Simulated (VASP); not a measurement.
Input:

```yaml
crystal:
  lattice:
    - [3.11538, 0.00000, 0.00000]
    - [0.00000, 3.11538, 0.00000]
    - [0.00000, 0.00000, 3.11538]
  atoms:
    - { symbol: W, position: [0.00000, 0.00000, 0.00000] }
    - { symbol: Se, position: [0.50000, 0.50000, 0.50000] }
```

Calculation: PBEsol GGA, VASP's PBE PAW potentials (set 64) (plane waves; VASP 6.6.1). Settings: 400 eV cut-off, Gaussian smearing of 0.050 eV, potentials W_sv Se.

**Question.** Give the energies of bands 6 to 13 at the high-symmetry points, in eV from the Fermi level.

**Answer.** 
```tsv
band	Γ	X	M	R
6	-4.15	-10.06	-6.87	-8.33
7	-4.15	-4.18	-6.87	-8.33
8	-2.28	-4.18	-4.28	-8.33
9	-2.28	-3.06	-1.06	2.24
10	-2.28	1.39	-1.06	2.24
11	0.98	2.55	-0.63	2.24
12	0.98	4.79	0.51	3.25
13	0.98	4.93	3.09	3.25
```

It has no gap at this level: it comes out as a metal or semimetal.

The structure was generated: WSe was put into the CsCl type type (Pm-3m), which need not be its known phase. It was relaxed first, which changed the volume by -39 %.
